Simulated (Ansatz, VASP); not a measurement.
**One calculation of GaF, two programs**

The input INCAR:

```
PREC = Accurate
ENCUT = 520
EDIFF = 1E-6
ISMEAR = 0
SIGMA = 0.017
LREAL = F
LASPH = T
NELM = 60
ALGO = Fast
ISIF = 2
LWAVE = F
LCHARG = T
GGA = PE
LELF = T
LVHAR = T
```

The input KPOINTS:

```
Automatic mesh
0
Gamma
  9 9 9
```

Contents of POSCAR:

```
GaF
1.0
    0.0000000000      2.5769602800      2.5769602800
    2.5769602800      0.0000000000      2.5769602800
    2.5769602800      2.5769602800      0.0000000000
Ga F
1 1
Direct
    0.2500000000      0.2500000000      0.2500000000
    0.0000000000      0.0000000000      0.0000000000
```

Contents of input.yaml:

```yaml
crystal:
  lattice:
    - [0.0, 2.57696028, 2.57696028]
    - [2.57696028, 0.0, 2.57696028]
    - [2.57696028, 2.57696028, 0.0]
  atoms:
    - { symbol: Ga, position: [0.25, 0.25, 0.25] }
    - { symbol: F, position: [0.0, 0.0, 0.0] }
hamiltonian:
  xc: pbe
  pseudopotentials: { kind: paw }
kpoints:
  mp_grid: { grid: [9, 9, 9] }
scf:
  occupations: { method: gaussian, width: 0.017 }
output:
  forces: true
  stress: true
  eigenvalues: true
```

The cell was built by a generator and needn't be a form met in nature.

Alike in both runs: task single point; functional PBE; k mesh 9 × 9 × 9; occupations gaussian, width 0.017 eV; no spin polarisation.

```csv
,VASP,Ansatz
version,VASP 6.6.1,Ansatz 0.2.0
potentials or method,"VASP PAW PBE potentials, release 64 (Ga_d, F)",Ansatz PAW
plane-wave cutoff (eV),520,420
valence electrons in the cell,20,20
```

```tsv
	VASP	Ansatz	Ansatz less VASP
gap on the k mesh at the Fermi level (eV)	1.01	1.01	+0.004
least direct gap on the mesh (eV)	1.01	1.01	+0.004
pressure (GPa)	14.5	14.5	-0.05
```

The functional is the same, so the differences come from potentials, cutoffs and numerics.

Caveats: an odd mesh through Γ misses points on the zone boundary, where band edges often lie (VASP); odd divisions of the mesh miss points on the zone boundary, where band edges often lie, so the gap on the mesh can be too wide (Ansatz); the pressure holds a Pulay correction of +0.4 GPa for the finite cutoff (Ansatz). A hybrid or GW would open this gap; PBE tends to underestimate it.
